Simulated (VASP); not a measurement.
Given:

```
CELL_PARAMETERS angstrom
     -1.54370     1.54370     3.79755
      1.54370    -1.54370     3.79755
      1.54370     1.54370    -3.79755
ATOMIC_POSITIONS crystal
  Si 0.66706 0.66706 0.00000
  Si 0.33294 0.33294 0.00000
  W  0.00000 0.00000 0.00000
```

Method: PBEsol GGA, VASP's PBE PAW potentials (set 64) (plane waves; VASP). Numerical set-up: 480 eV cut-off, 12×12×12 Γ-centred mesh, first-order Methfessel-Paxton smearing of 0.10 eV, potentials Si W_sv.

Unless said otherwise, spin-orbit coupling is left out, though it shifts the bands of the heavy elements here.

Question: What does the run give for the energy per atom (σ→0), pressure, band gap (on the k-mesh) with the smallest direct gap where there is one?

Answer: 
```
Item                                                        Result
------------------------  ----------------------------------------
band gap (on the k-mesh)  none (metal, semimetal or under 0.01 eV)
energy per atom (σ→0)                               -8768 meV/atom
pressure                                                 29.96 GPa
```

Total energies compare only between runs with the same potentials, cut-off and functional.

The compound is WSi2 in the MoSi2 type structure. It was relaxed first under an external pressure of 30 GPa.
